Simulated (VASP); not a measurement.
**K: formation energy of a vacancy on the K site**

Wanted: what a vacancy on the K site costs in K and how the lattice relaxes round it.

Calculated with VASP 6.6.1; PBEsol; plane waves and PAW (K_pv).

**1. The host crystal**

It takes space group Im-3m (No. 229, cubic). The conventional cell has a = 5.230 Å, b = 5.230 Å, c = 5.230 Å, α = 90.00°, β = 90.00°, γ = 90.00°. K has 8 K at 4.53 Å nearest.

As a file:

```cif
data_structure
_symmetry_space_group_name_H-M 'Im-3m'
_symmetry_Int_Tables_number 229
_cell_length_a 5.2300
_cell_length_b 5.2300
_cell_length_c 5.2300
_cell_angle_alpha 90.000
_cell_angle_beta 90.000
_cell_angle_gamma 90.000
_cell_volume 143.06
loop_
_atom_site_label
_atom_site_type_symbol
_atom_site_symmetry_multiplicity
_atom_site_Wyckoff_symbol
_atom_site_fract_x
_atom_site_fract_y
_atom_site_fract_z
_atom_site_occupancy
K1 K 2 a 0.00000 0.00000 0.00000 1
```

**2. The host at zero pressure**

First cell and atoms are relaxed at a raised cutoff, so that later runs start from this functional's own cell.

INCAR reads:

```
SYSTEM = K
PREC = Accurate
ENCUT = 350
EDIFF = 1E-06
NELM = 120
ISMEAR = 1
SIGMA = 0.15
LREAL = .FALSE.
ALGO = Normal
GGA = PS
NBANDS = 9
LORBIT = 11
LWAVE = .FALSE.
LCHARG = .FALSE.
KPAR = 8
IBRION = 2
NSW = 40
ISIF = 3
EDIFFG = -0.02
POTIM = 0.4
```

POSCAR reads:

```
K
1.0
   -2.6150000000      2.6150000000      2.6150000000
    2.6150000000     -2.6150000000      2.6150000000
    2.6150000000      2.6150000000     -2.6150000000
K
1
Direct
    0.0000000000      0.0000000000      0.0000000000
```

KPOINTS reads:

```
Automatic mesh
0
Gamma
9 9 9
0 0 0
```

PAW data sets: K_pv (PBE family, release 64).

The run is started by

```console
$ mpirun -np 8 vasp_std
```

Output:

```text
[banner, memory and clock lines left out]
running    8 mpi-ranks, on    1 nodes
 distrk:  each k-point on    1 cores,    8 groups
 distr:  one band on    1 cores,    1 groups

 POSCAR found type information on POSCAR K
 POSCAR found :  1 types and       1 ions
|                                                                             |
|           W    W    AA    RRRRR   N    N  II  N    N   GGGG   !!!           |
|           W    W   A  A   R    R  NN   N  II  NN   N  G    G  !!!           |
|           W    W  A    A  R    R  N N  N  II  N N  N  G       !!!           |
|           W WW W  AAAAAA  RRRRR   N  N N  II  N  N N  G  GGG   !            |
|           WW  WW  A    A  R   R   N   NN  II  N   NN  G    G                |
|           W    W  A    A  R    R  N    N  II  N    N   GGGG   !!!           |
|                                                                             |
|     For optimal performance we recommend to set                             |
|       NCORE = 2 up to number-of-cores-per-socket                            |
|     NCORE specifies how many cores store one orbital (NPAR=cpu/NCORE).      |
|     This setting can greatly improve the performance of VASP for DFT.       |
|     The default, NCORE=1 might be grossly inefficient on modern             |
|     multi-core architectures or massively parallel machines. Do your        |
|     Unfortunately you need to use the default for GW and RPA                |
|     calculations (for HF NCORE is supported but not extensively tested      |
|     yet).                                                                   |
|                                                                             |

|                                                                             |
|               ----> ADVICE to this user running VASP <----                  |
|                                                                             |
|     You enforced a specific xc type in the INCAR file but a different       |
|     [... a line on the potential file left out ...]
|     I HOPE YOU KNOW WHAT YOU ARE DOING!                                     |
|                                                                             |

 LDA part: xc-table for (Slater+PW92), standard interpolation
 POSCAR, INCAR and KPOINTS ok, starting setup
 FFT: planning ... GRIDC
 FFT: planning ... GRID_SOFT
 FFT: planning ... GRID
 WAVECAR not read
 entering main loop
       N       E                     dE             d eps       ncg     rms          rms(c)
DAV:   1     0.105454232244E+02    0.10545E+02   -0.26863E+03   646   0.402E+02
DAV:   2    -0.102973212483E+01   -0.11575E+02   -0.11514E+02   722   0.770E+01
DAV:   3    -0.111632145826E+01   -0.86589E-01   -0.86581E-01   900   0.714E+00
DAV:   4    -0.111648954057E+01   -0.16808E-03   -0.16808E-03   770   0.254E-01
DAV:   5    -0.111649014812E+01   -0.60754E-06   -0.60751E-06   851   0.144E-02    0.129E+00
DAV:   6    -0.111541767310E+01    0.10725E-02   -0.24463E-03   716   0.339E-01    0.814E-01
DAV:   7    -0.111542941517E+01   -0.11742E-04   -0.47116E-03   713   0.465E-01    0.540E-02
DAV:   8    -0.111541091191E+01    0.18503E-04   -0.20904E-04   701   0.115E-01    0.171E-02
DAV:   9    -0.111541605699E+01   -0.51451E-05   -0.75422E-06   709   0.221E-02    0.238E-03
DAV:  10    -0.111541580740E+01    0.24959E-06   -0.12579E-06   701   0.772E-03
   1 F= -.11154158E+01 E0= -.11154222E+01  d E =-.111542E+01
 curvature:   0.00 expect dE= 0.000E+00 dE for cont linesearch  0.000E+00
 trial: gam= 0.00000 g(F)=  0.338E-62 g(S)=  0.232E-04 ort = 0.000E+00 (trialstep = 0.100E+01)
 search vector abs. value=  0.232E-04
 reached required accuracy - stopping structural energy minimisation
```

It took 2 s on 8 MPI ranks of Intel Xeon 6975P-C (Granite Rapids), shared host; peak memory 1.2 GiB.

The logs omit lines about the potential files and the build; timing stands in the text.

OUTCAR, selected parts (step 2):

```text
ion  position               nearest neighbor table
   1  0.000  0.000  0.000-

  LATTYP: Found a body centered cubic cell.
 ALAT       =     5.2300000000

 Subroutine GETGRP returns: Found 48 space group operations
 (whereof 48 operations were pure point group operations)

The static configuration has the point symmetry O_h .

 Found     35 irreducible k-points:

   k-points           NKPTS =     35   k-points in BZ     NKDIM =     35   number of bands    NBANDS=      9

   dimension x,y,z NGX =    28 NGY =   28 NGZ =   28
   dimension x,y,z NGXF=    56 NGYF=   56 NGZF=   56

   ENCUT  =  350.0 eV  25.72 Ry    5.07 a.u.   6.91  6.91  6.91*2*pi/ulx,y,z

   NELECT =       7.0000    total number of electrons

 k-points in reciprocal lattice and weights: Automatic mesh
   0.00000000  0.00000000  0.00000000       0.001
   0.11111111  0.00000000  0.00000000       0.016
   0.22222222  0.00000000  0.00000000       0.016
   0.33333333  0.00000000  0.00000000       0.016
   0.44444444  0.00000000  0.00000000       0.016
   0.11111111  0.11111111  0.00000000       0.033
   0.22222222  0.11111111  0.00000000       0.066
   0.33333333  0.11111111  0.00000000       0.066
   0.44444444  0.11111111  0.00000000       0.033
[...]
-0.44444444 -0.44444444  0.33333333       0.011
  -0.44444444  0.44444444  0.44444444       0.008

 average (electrostatic) potential at core
       1 -17.1928

 E-fermi :  -1.1986

 k-point     1 :       0.0000    0.0000    0.0000
  band No.  band energies     occupation
      1     -16.6869      2.00000
      2     -16.6869      2.00000
      3     -16.6869      2.00000
      4      -3.4133      2.00000
      5       3.1447      0.00000
      6       3.1447      0.00000
      7       3.1447      0.00000
      8       4.1181      0.00000
      9       4.1181      0.00000

 k-point     2 :       0.1111    0.0000    0.0000
  band No.  band energies     occupation
      1     -16.6960      2.00000
      2     -16.6899      2.00000
      3     -16.6869      2.00000
      4      -3.2560      2.00000
      5       2.8795      0.00000
      6       2.9430      0.00000
      7       3.2756      0.00000
      8       3.8866      0.00000
      9       4.0775      0.00000

 k-point     3 :       0.2222    0.0000    0.0000
  band No.  band energies     occupation
      1     -16.7187      2.00000
      2     -16.6975      2.00000
      3     -16.6869      2.00000
      4      -2.7973      2.00000
      5       2.0073      0.00000
      6       2.5403      0.00000
      7       3.6623      0.00000
      8       3.8976      0.00000
      9       4.0517      0.00000

  Total       -0.0141682     -0.0141682     -0.0141682      0.0000000     -0.0000000      0.0000000
  in kB       -0.3173591     -0.3173591     -0.3173591      0.0000000     -0.0000000      0.0000000
  external PRESSURE =      -0.3173591 kB  Pullay stress =       0.0000000 kB

  energy-cutoff  :      350.00
  volume of cell :       71.53
      direct lattice vectors                 reciprocal lattice vectors
    -2.615000000  2.615000000  2.615000000     0.000000000  0.191204589  0.191204589
     2.615000000 -2.615000000  2.615000000     0.191204589  0.000000000  0.191204589
     2.615000000  2.615000000 -2.615000000     0.191204589  0.191204589  0.000000000

 POSITION                                       TOTAL-FORCE (eV/Angst)
 -----------------------------------------------------------------------------------
      0.00000      0.00000      0.00000        -0.000000      0.000000     -0.000000
 -----------------------------------------------------------------------------------
    total drift:                               -0.000000     -0.000000     -0.000000

  FREE ENERGIE OF THE ION-ELECTRON SYSTEM (eV)
  ---------------------------------------------------
  free  energy   TOTEN  =        -1.1154158074 eV

  energy  without entropy=       -1.1154348371  energy(sigma->0) =       -1.11542215

 reached required accuracy - stopping structural energy minimisation

 total charge
# of ion       s       p       d       tot
------------------------------------------
    1        0.151   6.015   0.012   6.177

[... 3 further parts left out ...]
```

CONTCAR:

```
K
   1.00000000000000
    -2.6150000000000002    2.6150000000000002    2.6150000000000002
     2.6150000000000002   -2.6150000000000002    2.6150000000000002
     2.6150000000000002    2.6150000000000002   -2.6150000000000002
  K
     1
Direct
     0.0000000000000000    0.0000000000000000    0.0000000000000000
```

This run has no spin polarisation. Its electron count is odd, so without a moment it is a metal by construction. The k-mesh is coarse for a metal. The PAW data sets were made with PBE, which is usual practice but a small mismatch for other functionals. The run keeps the 48 symmetry operations of its start, so it cannot find a distortion of lower symmetry.

Little changed from the start: no atom moved by 0.005 Å and no cell edge by 0.1 %.

Numbers from this step:

- electronic cycles: 10
- electrons: 7
- free energy (TOTEN): -1.115 eV
- Fermi energy: -1.199 eV
- labelled metallic, from the levels on this mesh: yes

The start already met the threshold, so nothing moved.

[end of part 1 of 3]

[Lines on the potential files, build, host, timing and source positions are cut from VASP's logs without a mark.]

[Logs are printed without paths, hosts, clocks, repeated set-up lines and the standing remarks that a program may print on its own settings, such as how far it seeks lower states.]

[Hosts, paths, dates, database ids (printed as entryN), source tags and the programs' standing remarks are cut or masked in the printed files.]

[In band tables of VASP the shares of atoms and orbitals are scaled to a sum of 1 inside the atoms' spheres.]

[Runs that stopped without an error message from VASP are left out.]
